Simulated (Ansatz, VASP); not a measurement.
# Zr33Cu29 (liquid Cu47Zr53 at 1530 K): VASP beside Ansatz

Wanted: the spread between two codes on one cell, functional and k mesh. The cell is taken from a series of runs on this material, whose earlier steps may have relaxed, scaled, displaced or heated it; both programs get it as it stands.

Calculated with Ansatz 0.2.0; plane waves, with VASP 6.6.1 beside it; single point at PBE.

### Step 1. The structure

The cell holds 62 atoms: 29 Cu and 33 Zr. Cell: a = 10.663 Å, b = 10.663 Å, c = 10.663 Å, α = 90.0°, β = 90.0°, γ = 90.0°. As first built, before any earlier steps moved the atoms (in the runner's words): 62 atoms (29 Cu, 33 Zr) placed at random at 6.55 g/cm^3, melted at 2200 K for 10 ps at fixed volume with the Finnis-Sinclair Cu-Zr potential (Mendelev, file CuZr_mm.eam.fs of the LAMMPS distribution). Snapshot at the end of a hold of 10 ps at 1530 K and zero pressure.

### Step 2. Ansatz: single point, PBE

Ansatz runs on its default PAW (the set named soft_2) files.

With cell and atoms fixed, the geometry can't cause a difference; cores, projectors, grids and the points listed under the comparison can.

Contents of input.yaml:

```yaml
crystal:
  lattice:
    - [10.66348, 0.0, 0.0]
    - [0.0, 10.66348, 0.0]
    - [0.0, 0.0, 10.66348]
  atoms:
    - { symbol: Cu, position: [0.02159, 0.61426, 0.43506] }
    - { symbol: Cu, position: [0.13604, 0.46471, 0.27901] }
    - { symbol: Cu, position: [0.95332, 0.92859, 0.81172] }
    - { symbol: Cu, position: [0.8924, 0.98435, 0.33541] }
    - { symbol: Cu, position: [0.03932, 0.34884, 0.06932] }
    - { symbol: Cu, position: [0.53171, 0.48713, 0.16746] }
    - { symbol: Cu, position: [0.80782, 0.38475, 0.1079] }
    - { symbol: Cu, position: [0.84699, 0.72263, 0.41075] }
    - { symbol: Cu, position: [0.27847, 0.8886, 0.61816] }
    - { symbol: Cu, position: [0.69062, 0.2635, 0.59321] }
    - { symbol: Cu, position: [0.19473, 0.77095, 0.05893] }
    - { symbol: Cu, position: [0.14098, 0.73886, 0.80784] }
    - { symbol: Cu, position: [0.4105, 0.94862, 0.42028] }
    - { symbol: Cu, position: [0.89067, 0.70614, 0.93183] }
    - { symbol: Cu, position: [0.92217, 0.36973, 0.61115] }
    - { symbol: Cu, position: [0.09087, 0.14041, 0.97661] }
    - { symbol: Cu, position: [0.65473, 0.1166, 0.79494] }
    - { symbol: Cu, position: [0.4453, 0.80222, 0.05613] }
    - { symbol: Cu, position: [0.48549, 0.93223, 0.81112] }
    - { symbol: Cu, position: [0.21372, 0.91199, 0.88277] }
    - { symbol: Cu, position: [0.07219, 0.86061, 0.28824] }
    - { symbol: Cu, position: [0.64911, 0.623, 0.80179] }
    - { symbol: Cu, position: [0.45185, 0.4087, 0.96358] }
    - { symbol: Cu, position: [0.37391, 0.15658, 0.34911] }
    - { symbol: Cu, position: [0.10756, 0.56523, 0.96919] }
    - { symbol: Cu, position: [0.8803, 0.49279, 0.93715] }
    - { symbol: Cu, position: [0.74442, 0.80429, 0.1538] }
    - { symbol: Cu, position: [0.72363, 0.56002, 0.27884] }
    - { symbol: Cu, position: [0.16694, 0.04582, 0.43856] }
    - { symbol: Zr, position: [0.7064, 0.52874, 0.5403] }
    - { symbol: Zr, position: [0.9181, 0.38218, 0.359] }
    - { symbol: Zr, position: [0.03973, 0.85899, 0.54367] }
    - { symbol: Zr, position: [0.39101, 0.67506, 0.84786] }
    - { symbol: Zr, position: [0.30223, 0.29029, 0.16497] }
    - { symbol: Zr, position: [0.18035, 0.2921, 0.53742] }
    - { symbol: Zr, position: [0.56022, 0.7368, 0.32596] }
    - { symbol: Zr, position: [0.55246, 0.98663, 0.15057] }
    - { symbol: Zr, position: [0.77125, 0.8368, 0.64859] }
    - { symbol: Zr, position: [0.66004, 0.01138, 0.44141] }
    - { symbol: Zr, position: [0.21545, 0.59188, 0.5918] }
    - { symbol: Zr, position: [0.82523, 0.11402, 0.15222] }
    - { symbol: Zr, position: [0.67455, 0.86893, 0.90848] }
    - { symbol: Zr, position: [0.63238, 0.60327, 0.01403] }
    - { symbol: Zr, position: [0.41482, 0.4258, 0.41601] }
    - { symbol: Zr, position: [0.0787, 0.36619, 0.81978] }
    - { symbol: Zr, position: [0.48037, 0.0998, 0.6099] }
    - { symbol: Zr, position: [0.27581, 0.99241, 0.14434] }
    - { symbol: Zr, position: [0.30502, 0.56042, 0.07943] }
    - { symbol: Zr, position: [0.94534, 0.62819, 0.70392] }
    - { symbol: Zr, position: [0.45599, 0.39783, 0.69664] }
    - { symbol: Zr, position: [0.71898, 0.37595, 0.81551] }
    - { symbol: Zr, position: [0.34808, 0.18018, 0.85285] }
    - { symbol: Zr, position: [0.90903, 0.14521, 0.52819] }
    - { symbol: Zr, position: [0.12812, 0.0671, 0.7237] }
    - { symbol: Zr, position: [0.00475, 0.92761, 0.06394] }
    - { symbol: Zr, position: [0.07029, 0.17281, 0.2817] }
    - { symbol: Zr, position: [0.25166, 0.69117, 0.32279] }
    - { symbol: Zr, position: [0.65711, 0.28127, 0.31103] }
    - { symbol: Zr, position: [0.50733, 0.77323, 0.60447] }
    - { symbol: Zr, position: [0.8651, 0.16614, 0.91337] }
    - { symbol: Zr, position: [0.60578, 0.22355, 0.02982] }
    - { symbol: Zr, position: [0.95124, 0.6194, 0.16706] }
kpoints:
  mp_grid: { grid: [2, 2, 2] }
hamiltonian:
  xc: pbe
scf:
  occupations: { method: cold, width: 0.15 }
output:
  forces: true
  stress: true
  populations: intrinsic
  dos:
    method: { smearing: { sigma: 0.1 } }
    de: 0.1
    projected: { site_lists: { Cu: [Cu], Zr: [Zr] } }
  eigenvalues: true
  write_density: true
  write_potential: true
  volumetric_format: npy
```

Launch:

```sh
$ ansatz run input.yaml --threads 8 --pin off --max-ram 15872MiB --backend cpu --events-out ev --progress --plain --runs-dir out
```

Numbers of over 12 decimals in the logs are rounded to 6 here.

Log:

```text
Engine: ansatz 0.2.0, x86_64-unknown-linux-gnu
Pseudopotentials: kind: paw
Pseudopotential: Cu, paw, valence charge 19, recommended cutoff 420 eV (normal), Cu.paw.azcp
Pseudopotential: Zr, paw, valence charge 12, recommended cutoff 420 eV (normal), Zr.paw.azcp
Functional definition: PBE
  parameter kappa = 0.804
  parameter beta = 0.066725
  exchange = pbe_x(kappa = kappa, mu = beta*pi^2/3)
  correlation = pbe_c(beta = beta)
Crystal: 62 atoms, lattice volume = 1212.542 Å³
Basis set: ecut = 420 eV, 23703 PW (Γ), exchange–correlation on 144×144×144 points (8 copies of the dense FFT grid, shifted against one another)
Bands: 569, of which v1, the nominal top of the filled ones, is band 474 counted from 1 (473 counted from 0)
Symmetry: 1 space group operations
Space group: P1 (ITA 1), of the structure as read, at distance tolerance 1.1e-4 Å
k-points: 8
Non-local potential: Cu, projectors of the file, l = 0: 3, l = 1: 2, l = 2: 3, l = 3: 1
Non-local potential: Zr, projectors of the file, l = 0: 3, l = 1: 2, l = 2: 2, l = 3: 2
PAW form: soft (Blöchl's): semilocal exchange-correlation on the pseudo side does not see the compensation charge
PAW one-centre angular grid: Cu, 590 points (default); XC on 64 Gauss nodes
PAW one-centre angular grid: Zr, 590 points (default); XC on 64 Gauss nodes
Initial density: superposition of atomic densities (neutral atoms: chi_scale 0, normalization atom), corrected by the library's trained network
Initial wavefunctions: pseudopotential atomic-orbital guess
Functional: x = pbe(κ = 0.804, μ = 0.219515), c = pbe(β = 0.066725)
SCF iter   1: F=—  HF=-330183.686575 eV  |F-HF|=—  |Δ(HF+E_count)|=         —  Δρ=5.56e-3  dr2=1.38e0  ethr=1.77e-3  ⟨swp⟩=5.0  Hψ=14120  notcnv=0
preconditioner: auto → Kerker (q_TF=auto, 2.618 Å⁻¹)  [metal: Δε(μ)=0.012 eV  Ē_g=4.440 eV  σ=0.150 eV  W_gap=0.05  n_scr=364 (ndim 8)  ℏωp=22.6 eV  f_vac=0.000  D(μ)=71.14/eV (n_scr^D=738)]
SCF iter   2: F=—  HF=-330183.632845 eV  |F-HF|=—  |Δ(HF+E_count)|=   5.37e-2  S|Δr|=    0.00e0  Δρ=2.72e-3  dr2=3.36e-1  ethr=1.46e-4  ⟨swp⟩=1.0  Hψ=5240  notcnv=0
SCF iter   3: F=—  HF=-330183.615279 eV  |F-HF|=—  |Δ(HF+E_count)|=   1.76e-2  S|Δr|=    0.00e0  Δρ=1.74e-3  dr2=3.44e-2  ethr=3.55e-5  ⟨swp⟩=2.0  Hψ=4361  notcnv=0
SCF iter   4: F=—  HF=-330183.610406 eV  |F-HF|=—  |Δ(HF+E_count)|=   4.87e-3  S|Δr|=    0.00e0  Δρ=4.84e-4  dr2=3.74e-3  ethr=3.64e-6  ⟨swp⟩=2.0  Hψ=7011  notcnv=0
SCF iter   5: F=—  HF=-330183.609925 eV  |F-HF|=—  |Δ(HF+E_count)|=   4.81e-4  S|Δr|=    0.00e0  Δρ=1.21e-4  dr2=2.74e-4  ethr=3.95e-7  ⟨swp⟩=2.0  Hψ=5855  notcnv=0
SCF iter   6: F=—  HF=-330183.609891 eV  |F-HF|=—  |Δ(HF+E_count)|=   3.48e-5  S|Δr|=    0.00e0  Δρ=1.01e-4  dr2=8.33e-5  ethr=2.89e-8  ⟨swp⟩=2.0  Hψ=7606  notcnv=0
SCF iter   7: F=—  HF=-330183.611477 eV  |F-HF|=—  |Δ(HF+E_count)|=   1.59e-3  S|Δr|=    0.00e0  Δρ=3.84e-5  dr2=1.74e-5  ethr=8.79e-9  ⟨swp⟩=2.0  Hψ=8090  notcnv=0
SCF iter   8: F=—  HF=-330183.611474 eV  |F-HF|=—  |Δ(HF+E_count)|=   2.67e-6  S|Δr|=    0.00e0  Δρ=9.70e-6  dr2=2.20e-6  ethr=1.84e-9  ⟨swp⟩=2.0  Hψ=6994  notcnv=0
SCF iter   9: F=—  HF=-330183.611474 eV  |F-HF|=—  |Δ(HF+E_count)|=   1.71e-7  S|Δr|=    0.00e0  Δρ=4.89e-6  dr2=3.56e-7  ethr=2.32e-10  ⟨swp⟩=2.0  Hψ=5754  notcnv=0
SCF iter  10: F=—  HF=-330183.611474 eV  |F-HF|=—  |Δ(HF+E_count)|=   3.25e-8  S|Δr|=    0.00e0  Δρ=4.46e-6  dr2=1.85e-7  ethr=1.06e-11  ⟨swp⟩=11.2  Hψ=28288  notcnv=0
SCF iter  11: F=-330183.611474 eV  HF=-330183.611474 eV  |F-HF|=1.55e-8  |Δ(HF+E_count)|=   3.53e-8  S|Δr|=    0.00e0  Δρ=1.04e-6  dr2=1.62e-8  ethr=1.06e-11  ⟨swp⟩=7.0  Hψ=23884  notcnv=0
SCF 1 converged in 11 iterations: F = -330183.611474 eV  dr2 = 1.62e-8
  greatest PAW one-centre occupation: 1.000 electrons in one spin orbital (limit 2), on the Cu atom at site 7 (counted from 0), in its partial waves of l = 0
SCF converged after 11 iterations
Stability not checked: this state was not tested for a lower state beside it, because cold or Methfessel-Paxton smearing, or corrected tetrahedra, fill the levels in a way that the test cannot read (fill_not_monotonic; see scf.lower_state_search)
Free energy (F): -330183.611474 eV
Harris-Foulkes:  -330183.611474 eV  (|F-HF|=1.55e-8)
Internal energy: -330183.595288 eV  (E = F + TS)
E sigma→0 (E₀):  -330183.606079 eV
Entropy (-TS):   -0.016186 eV (-0.261 meV/atom)
Fermi energy:    13.307354 eV
Step filling:    the computed levels leave a gap of 0.0017 eV = 0.0 smearing widths at the electron count; against every level under it full and every level over it empty, smearing changes F+E_penalty+E_count by -7.580 meV and its σ→0 estimate by -2.185 meV
--- Per-component energies (eV) ---
  E_band       = -15988.866786
  E_kinetic    = 19621.477003
  E_local      = -188131.263182  (includes V_loc(G=0)·N_el)
  E_nonlocal   = 13849.853662
  E_hartree    = 81944.001934
  E_xc         = -7906.279659
[...]
k-point 7: bands = [... 470 lower, 13.2368, 13.2653, 13.2819, 13.3059, 13.3247, 13.3549, 13.3881, 13.4273, ... 91 higher]
--- intrinsic populations: 62 sites ---
  site symbol       q [e]
     0     Cu     18.7073
     1     Cu     18.6676
     2     Cu     18.7145
     3     Cu     18.6830
     4     Cu     18.7328
     5     Cu     18.6878
     6     Cu     18.7038
     7     Cu     18.7569
     8     Cu     18.7612
     9     Cu     18.6981
    10     Cu     18.7251
    11     Cu     18.7578
    12     Cu     18.7413
    13     Cu     18.7745
    14     Cu     18.7041
    15     Cu     18.6520
    16     Cu     18.7047
    17     Cu     18.6822
    18     Cu     18.6907
    19     Cu     18.7910
    20     Cu     18.7521
    21     Cu     18.5860
    22     Cu     18.6691
    23     Cu     18.7198
[...]
54     Zr     12.3112
    55     Zr     12.3480
    56     Zr     12.2343
    57     Zr     12.1517
    58     Zr     12.2209
    59     Zr     12.3359
    60     Zr     12.2348
    61     Zr     12.2919
  spilling = 0.000000 (of n_electrons = 947.000000)
```

The column dr2 measures how far the density is from self-consistency, as an energy; F and HF (Harris–Foulkes) agree once it is small.

### Step 3. VASP: single point, PBE

The same cell, functional, mesh and smearing now go to VASP, with its own data sets.

Lines of VASP's logs that name or quote its potential files are left out, and so is its time.

Contents of INCAR:

```
SYSTEM = Zr33Cu29
PREC = Accurate
ENCUT = 600
EDIFF = 1E-06
NELM = 120
ISMEAR = 1
SIGMA = 0.15
LREAL = Auto
ALGO = Normal
GGA = PE
NBANDS = 414
LASPH = .TRUE.
LORBIT = 11
LWAVE = .FALSE.
LCHARG = .FALSE.
ISIF = 2
GGA_COMPAT = .FALSE.
```

Contents of POSCAR:

```
Zr33Cu29
1.0
   10.6634800000      0.0000000000      0.0000000000
    0.0000000000     10.6634800000      0.0000000000
    0.0000000000      0.0000000000     10.6634800000
Cu Zr
29 33
Direct
    0.0215900000      0.6142600000      0.4350600000
    0.1360400000      0.4647100000      0.2790100000
    0.9533200000      0.9285900000      0.8117200000
    0.8924000000      0.9843500000      0.3354100000
    0.0393200000      0.3488400000      0.0693200000
    0.5317100000      0.4871300000      0.1674600000
    0.8078200000      0.3847500000      0.1079000000
    0.8469900000      0.7226300000      0.4107500000
    0.2784700000      0.8886000000      0.6181600000
    0.6906200000      0.2635000000      0.5932100000
    0.1947300000      0.7709500000      0.0589300000
    0.1409800000      0.7388600000      0.8078400000
    0.4105000000      0.9486200000      0.4202800000
    0.8906700000      0.7061400000      0.9318300000
    0.9221700000      0.3697300000      0.6111500000
    0.0908700000      0.1404100000      0.9766100000
    0.6547300000      0.1166000000      0.7949400000
    0.4453000000      0.8022200000      0.0561300000
    0.4854900000      0.9322300000      0.8111200000
    0.2137200000      0.9119900000      0.8827700000
    0.0721900000      0.8606100000      0.2882400000
    0.6491100000      0.6230000000      0.8017900000
    0.4518500000      0.4087000000      0.9635800000
    0.3739100000      0.1565800000      0.3491100000
    0.1075600000      0.5652300000      0.9691900000
    0.8803000000      0.4927900000      0.9371500000
    0.7444200000      0.8042900000      0.1538000000
    0.7236300000      0.5600200000      0.2788400000
    0.1669400000      0.0458200000      0.4385600000
    0.7064000000      0.5287400000      0.5403000000
    0.9181000000      0.3821800000      0.3590000000
    0.0397300000      0.8589900000      0.5436700000
    0.3910100000      0.6750600000      0.8478600000
    0.3022300000      0.2902900000      0.1649700000
    0.1803500000      0.2921000000      0.5374200000
    0.5602200000      0.7368000000      0.3259600000
    0.5524600000      0.9866300000      0.1505700000
    0.7712500000      0.8368000000      0.6485900000
    0.6600400000      0.0113800000      0.4414100000
    0.2154500000      0.5918800000      0.5918000000
    0.8252300000      0.1140200000      0.1522200000
    0.6745500000      0.8689300000      0.9084800000
    0.6323800000      0.6032700000      0.0140300000
    0.4148200000      0.4258000000      0.4160100000
    0.0787000000      0.3661900000      0.8197800000
    0.4803700000      0.0998000000      0.6099000000
    0.2758100000      0.9924100000      0.1443400000
    0.3050200000      0.5604200000      0.0794300000
    0.9453400000      0.6281900000      0.7039200000
    0.4559900000      0.3978300000      0.6966400000
    0.7189800000      0.3759500000      0.8155100000
    0.3480800000      0.1801800000      0.8528500000
    0.9090300000      0.1452100000      0.5281900000
    0.1281200000      0.0671000000      0.7237000000
    0.0047500000      0.9276100000      0.0639400000
    0.0702900000      0.1728100000      0.2817000000
    0.2516600000      0.6911700000      0.3227900000
    0.6571100000      0.2812700000      0.3110300000
    0.5073300000      0.7732300000      0.6044700000
    0.8651000000      0.1661400000      0.9133700000
    0.6057800000      0.2235500000      0.0298200000
    0.9512400000      0.6194000000      0.1670600000
```

Contents of KPOINTS:

```
Automatic mesh
0
Gamma
2 2 2
0 0 0
```

Potentials, in the order of the species: Cu and Zr_sv (PBE family, release 64).

Launch:

```sh
$ export OMP_NUM_THREADS=3
$ mpirun -np 1 vasp_std
```

Log:

```text
[banner, memory and clock lines left out]
running    1 mpi-ranks, on    1 nodes
[...]
Offloading initialized ...    1 GPUs detected
[...]
LDA part: xc-table for (Slater+PW92), standard interpolation
 POSCAR, INCAR and KPOINTS ok, starting setup
[...]
entering main loop
       N       E                     dE             d eps       ncg     rms          rms(c)
DAV:   1     0.125606114213E+05    0.12561E+05   -0.32506E+05  6624   0.246E+03
DAV:   2     0.242882835296E+04   -0.10132E+05   -0.98039E+04  7296   0.716E+02
DAV:   3     0.750668603345E+02   -0.23538E+04   -0.22394E+04  7032   0.344E+02
DAV:   4    -0.327997350945E+03   -0.40306E+03   -0.36591E+03 11032   0.135E+02
[...]
DAV:  23    -0.375943107410E+03    0.25385E-05   -0.25893E-05  9048   0.400E-02    0.895E-03
DAV:  24    -0.375943107025E+03    0.38483E-06   -0.10970E-05  7792   0.215E-02    0.482E-03
DAV:  25    -0.375943107550E+03   -0.52477E-06   -0.36602E-06  5280   0.159E-02
   1 F= -.37594311E+03 E0= -.37593928E+03  d E =-.114845E-01
```

Parts of OUTCAR (step 3):

```text
  Total      -21.7675184    -25.0096319    -15.0572071     -6.5871111    -10.1144330      6.1703228
  in kB      -28.7622348    -33.0461604    -19.8956499     -8.7037958    -13.3645780      8.1530778
  external PRESSURE =     -27.2346817 kB  Pullay stress =       0.0000000 kB

 POSITION                                       TOTAL-FORCE (eV/Angst)
 -----------------------------------------------------------------------------------
      0.23022      6.55015      4.63925         1.136544     -0.782956      0.013711
      1.45066      4.95543      2.97522         0.756338     -0.336276      0.304763
     10.16571      9.90200      8.65576        -0.555851     -0.739073     -0.045723
      9.51609     10.49660      3.57664        -0.195086     -1.256547      0.622575
      0.41929      3.71985      0.73919         0.031083      0.425803      0.778737
      5.66988      5.19450      1.78571        -1.044989     -1.723698      2.248852
      8.61417      4.10277      1.15059        -0.773514     -0.558690      0.846079
      9.03186      7.70575      4.38002        -1.623679      1.000048     -0.281132
      2.96946      9.47557      6.59174         0.396362     -0.198000      0.289634
      7.36441      2.80983      6.32568        -0.346231     -0.098109     -0.808857
      2.07650      8.22101      0.62840        -0.168890     -0.277974      0.262086
      1.50334      7.87882      8.61439        -0.819599     -1.305002     -0.635543
      4.37736     10.11559      4.48165        -0.433723     -1.229384     -0.511995
      9.49764      7.52991      9.93655        -0.438753      1.660192      0.303224
[...]
-----------------------------------------------------------------------------------
    total drift:                                0.003080      0.002372     -0.002443

  FREE ENERGIE OF THE ION-ELECTRON SYSTEM (eV)
  ---------------------------------------------------
  free  energy   TOTEN  =      -375.9431075502 eV

  energy  without entropy=     -375.9316230665  energy(sigma->0) =     -375.93927939

[... 3 further parts left out ...]
[key lines of the parts left out:]
E-fermi :   7.5374
```

This run has no spin polarisation. Its electron count is odd, so without a moment it is a metal by construction.

### Step 4. Differences

Known differences besides the potentials themselves: cold smearing in Ansatz, first-order Methfessel-Paxton in VASP; the data sets hold 947 valence electrons in Ansatz (on its default PAW (the set named soft_2) files) and 715 in VASP; the cutoff is 420 eV in Ansatz and 600 eV in VASP (PREC = Accurate, projectors in real space). Total energies have different zeros and are not compared.

Both answers:

```tsv
quantity	Ansatz	VASP	difference
pressure (GPa)	-2.93	-2.72	-0.20
```

Forces on 8 of the 62 atoms, those with the largest forces and the largest differences (eV/Å; atoms numbered as in POSCAR):

```tsv
atom	Ansatz x, y, z	VASP x, y, z
Cu6	-1.024, -1.698, 2.213	-1.045, -1.724, 2.249
Cu19	-2.135, 0.696, -0.259	-2.158, 0.702, -0.271
Cu20	1.410, 2.003, 1.078	1.421, 1.994, 1.088
Cu22	0.509, 0.469, -3.319	0.509, 0.464, -3.368
Cu29	1.505, -1.144, 1.198	1.508, -1.152, 1.213
Zr42	1.779, 0.323, 1.207	1.803, 0.309, 1.218
Zr43	1.127, 0.545, 1.886	1.119, 0.585, 1.903
Zr56	-0.054, -0.153, -1.801	-0.083, -0.125, -1.821
```

The forces differ by 12 meV/Å r.m.s., which is 1.5 % of the r.m.s. force of 0.798 eV/Å (both taken over all components).

### Step 5. What came out

| Quantity | Value |
| --- | --- |
| r.m.s. force difference (single point, PBE) | 1.5 % of the r.m.s. force |

The r.m.s. force difference is 1.5 % of the r.m.s. force (single point, PBE), within the 3 % picked in this series as the mark of a large difference. The data sets hold unlike numbers of valence electrons (947 in Ansatz and 715 in VASP), so part of the differences comes from the potentials. Such differences can come from data sets, numerical settings and the points named under the comparisons, not from the functional's error against experiment.

[Lines on the potential files, build, host, timing and source positions are cut from VASP's logs without a mark.]

[Logs are printed without paths, hosts, clocks, repeated set-up lines and the standing remarks that a program may print on its own settings, such as how far it seeks lower states.]

[Hosts, paths, dates, database ids (printed as entryN), source tags and the programs' standing remarks are cut or masked in the printed files.]
